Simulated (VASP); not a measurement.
Crystal: MnSiSe3.

```
Mn Si Se
1.0
     4.83412    0.00000    0.00000
     0.00000    4.83412    0.00000
     0.00000    0.00000    4.83412
Mn Si Se
1 1 3
Direct
  0.00000 0.00000 0.00000
  0.50000 0.50000 0.50000
  0.00000 0.50000 0.50000
  0.50000 0.00000 0.50000
  0.50000 0.50000 0.00000
```

The cell was built by a generator and needn't be a form met in nature.

Base run:

* Program: VASP 6.6.1
* Functional: RPBE
* Potentials or basis: VASP PAW PBE potentials, release 64 (Mn_pv, Si, Se)
* Cutoff: 520 eV
* k mesh: 5 × 5 × 5
* Occupations: fermi-dirac, width 0.05 eV
* Spin: collinear spin, ferromagnetic start
* Starting moments: [4.0, 0.0, 0.0, 0.0, 0.0] μB

Its results: net moment 5.28 μB per cell; site moments Mn +4.52; Si +0.06; Se +0.06 μB.

After a change of settings the same cell gave: net moment 4.84 μB per cell; site moments Mn +4.56; Si +0.03; Se +0.01 μB. Which change was it?
A. functional from RPBE to AM05
B. functional from RPBE to TPSS
C. functional from RPBE to BLYP
D. functional from RPBE to TB-mBJ

D.

Caveats: a cell with one magnetic atom can't hold antiferromagnetic order, which such compounds often take.

Runs at the PBE level aren't shown here.
